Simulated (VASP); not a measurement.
Consider the following.

```
CELL_PARAMETERS angstrom
      2.62998     0.00000     0.00000
      0.00000     2.62998     0.00000
      0.00000     0.00000     2.62998
ATOMIC_POSITIONS crystal
  Mg 0.00000 0.00000 0.00000
  O  0.50000 0.50000 0.50000
```

All values below come from PBEsol GGA, VASP's PBE PAW potentials (set 64) (plane waves; VASP). Settings: 620 eV cut-off, 10×10×10 Γ-centred mesh, Gaussian smearing of 0.050 eV, potentials Mg O.

Q: Predict the energy per atom (σ→0), band gap (on the k-mesh) with the smallest direct gap where there is one.

A: 
- band gap (on the k-mesh) = 2.50 eV
- smallest direct gap (on the k-mesh) = 3.53 eV
- energy per atom (σ→0) = -5516 meV/atom

The absolute energy has meaning only against runs of the same code, potentials and settings.

The structure was generated: MgO was put into the CsCl type type (Pm-3m), which need not be its known phase. It was relaxed first, which changed the volume by -7 %.
